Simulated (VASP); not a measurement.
**CaCuH2: relaxation of cell and atoms with PBE+D2**

CaCuH2:

```xyz
4
Lattice="1.9452 1.1231 4.3574 -1.9452 1.1231 4.3574 0.0000 -2.2462 4.3574" Properties=species:S:1:pos:R:3 pbc="T T T"
Ca    0.0000    0.0000    6.5361
Cu    0.0000    0.0000    0.0000
H     0.0000    0.0000   11.5271
H     0.0000    0.0000    1.5450
```

The cell was built by a generator and needn't be a form met in nature.

- Program: VASP 6.6.1
- Task: relaxation of cell and atoms
- Functional: PBE
- Dispersion: D2
- Potentials or basis: VASP PAW PBE potentials, release 64 (Ca_sv, Cu, H)
- Cutoff: 600 eV
- k mesh: 6 × 6 × 6
- Occupations: fermi-dirac, width 0.05 eV
- Spin: no spin polarisation
- Further INCAR settings: ALGO = Fast; EDIFF = 1e-06; IBRION = 2; EDIFFG = -0.005; NSW = 60; ISIF = 3

The relaxed volume is 13.97 Å³/atom and the relaxed cell is a = 4.908 Å, b = 4.908 Å, c = 4.908 Å, α = 46.04°, β = 46.04°, γ = 46.04°. The space group after relaxing (to 0.05 Å) is R-3m (No. 166). The energy gained by relaxing is 1.0 meV/atom and the ionic steps are 10. The pressure after relaxing is 0.0 GPa. The band gap on the k mesh is none (metal or under the smearing width) and the dispersion energy per atom is -0.206 eV.

Forces in eV/Å, atoms in the order of the input:
```
Ca   0.000  0.000  0.000
Cu   0.000  0.000  0.000
H    0.000  0.000 -0.002
H    0.000  0.000  0.002
```

Step by step:
```tsv
step	energy change (eV)	largest force (eV/Å)	pressure (GPa)	volume (Å³)
1	0.0000	0.0190	-0.57	57.12
2	-0.0020	0.0180	-0.50	56.70
3	-0.0029	0.0128	0.48	55.45
4	-0.0035	0.0147	0.13	55.90
5	-0.0036	0.0338	-0.02	55.91
6	-0.0037	0.0252	0.00	55.90
7	-0.0037	0.0215	0.02	55.90
8	-0.0039	0.0111	0.03	55.89
9	-0.0040	0.0107	0.03	55.88
10	-0.0040	0.0024	0.01	55.88
```

Final structure:
```xyz
4
Lattice="1.9193 1.1081 4.3794 -1.9193 1.1081 4.3794 0.0000 -2.2162 4.3794" Properties=species:S:1:pos:R:3 pbc="T T T"
Ca    0.0000    0.0000    6.5690
Cu    0.0000    0.0000    0.0000
H     0.0000    0.0000   11.5925
H     0.0000    0.0000    1.5456
```

Levels at points of the mesh, in eV from the Fermi level:
```
           k point  band 9  band 10  band 11  band 12  band 13  band 14
(0.00, 0.00, 0.00)   -3.19    -3.12    -3.12     0.23     2.75     2.75
(0.50, 0.00, 0.00)   -3.30    -2.91    -2.51    -1.19     2.36     2.63
(0.50, 0.50, 0.00)   -3.37    -2.91    -2.59     0.18     0.51     3.71
(0.50, 0.50, 0.50)   -3.29    -3.08    -3.08     2.10     2.10     2.76
```

Run time: 3.4 min on 1 thread of Intel(R) Xeon(R) 6975P-C (Granite Rapids), on a shared host, peak memory 0.28 GiB.

Caveat: atom-pairwise D2, TS and ULG terms overbind metals; pairwise dispersion overbinds metals, which lowers pressure and volume.
